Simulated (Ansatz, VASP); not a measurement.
## Mg2BeSeO2 in VASP and in Ansatz

```xyz
6
Lattice="3.0672 0.0000 0.0000 0.0000 3.0672 0.0000 0.0000 0.0000 9.7404" Properties=species:S:1:pos:R:3 pbc="T T T"
Mg    1.5336    0.0000    5.8883
Mg    0.0000    1.5336    3.8521
Be    1.5336    1.5336    0.0000
Se    0.0000    3.0672    0.0000
O     1.5336    0.0000    3.7924
O     0.0000    1.5336    5.9480
```

Change from the starting cell: species swapped into the Nd2FeSi2Ru type (P-4m2, No. 115).

Alike in both runs: functional PBE; k mesh 6 × 6 × 2; occupations gaussian, width 0.1 eV; collinear spin.

Ansatz relaxed the structure, and its values are those at the end. VASP's run is a single point on that final structure, the one shown.

```csv
,VASP,Ansatz
version,VASP 6.6.1,Ansatz 0.2.0
potentials or method,"VASP PAW PBE potentials, release 64 (Mg, Be, Se, O)","scalar-relativistic, plane waves, PAW"
plane-wave cutoff (eV),520,420
valence electrons in the cell,24,50
```

```tsv
	VASP	Ansatz	Ansatz less VASP
gap on the k mesh at the Fermi level (eV)	none	none	-
pressure (GPa)	-0.2	0.0	+0.18
rms of the force components (eV/Å)	0.004	0.006	+0.0025
net moment per atom (μB)	0.01	0.00	-0.005
```

A gap of «none» marks a metal or a gap that the smearing closes. The two sets of potentials don't hold the same shells in valence. Ansatz warned: «seeded_moment_not_kept».
